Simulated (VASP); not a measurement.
The input files of a VASP run:

POSCAR:
```
Rb
1.0
 -1.7885153499   1.7885153499   1.7885153499
  1.7885153499  -1.7885153499   1.7885153499
  1.7885153499   1.7885153499  -1.7885153499
Rb
1
direct
  1.0000000000   1.0000000000   1.0000000000
```

INCAR:
```
# general
SYSTEM  = Rb
PREC    = Accurate
ENCUT   = 500   # plane-wave cut-off (eV)
LREAL   = .False.   # projection in real space or not
LASPH   = .True.

# electronic loop
EDIFF   = 1E-6   # SCF stop (eV)
NELM    = 100
ALGO    = Normal   # blocked Davidson
LMAXMIX = 4   # l cut-off of mixed one-centre charges

# smearing
ISMEAR  = 1   # Methfessel-Paxton
SIGMA   = 0.1

# functional
GGA     = PE

# ions
IBRION  = 2
NSW     = 40
ISIF    = 3
EDIFFG  = -0.02   # ionic stop
PSTRESS = 450   # kbar

# output
LWAVE   = .False.
LCHARG  = .False.
```

File KPOINTS:
```
kpoints
0
G
 14 14 14
0 0 0
```

POTCAR, in this order: Rb_sv (PBE.64 set). Program: vasp_std.

Q: Translate this PBE calculation to Ansatz.

A: One equivalent input (not run):
Ansatz 0.2 input:
```yaml
crystal:
  lattice:
    - [-1.7885153, 1.7885153, 1.7885153]
    - [1.7885153, -1.7885153, 1.7885153]
    - [1.7885153, 1.7885153, -1.7885153]
  atoms:
    - { symbol: Rb, position: [1.0000000, 1.0000000, 1.0000000] }
kpoints:
  mp_grid: { grid: [14, 14, 14] }
hamiltonian:
  xc: pbe
  pseudopotentials: { kind: paw }
scf:
  occupations: { method: methfessel_paxton, width: 0.1 }
  max_iter: 100
relax:
  max_steps: 40
  f_tol: 0.02
  cell: { p_target: 45 }
output: { forces: true, stress: true, eigenvalues: true }
```
The two are equivalent in intent, not identical: each code has its own PAW files, so the cut-off isn't converted (ENCUT is set for VASP's; basis.ecutwfc is left out, and Ansatz then takes the one that its files recommend); Ansatz stops its SCF on the density residual and VASP on the energy change (EDIFF).

The compound is Rb in the bcc structure. This run relaxes it under an external pressure of 45 GPa. Symmetry was kept, so distortions that lower it aren't found.
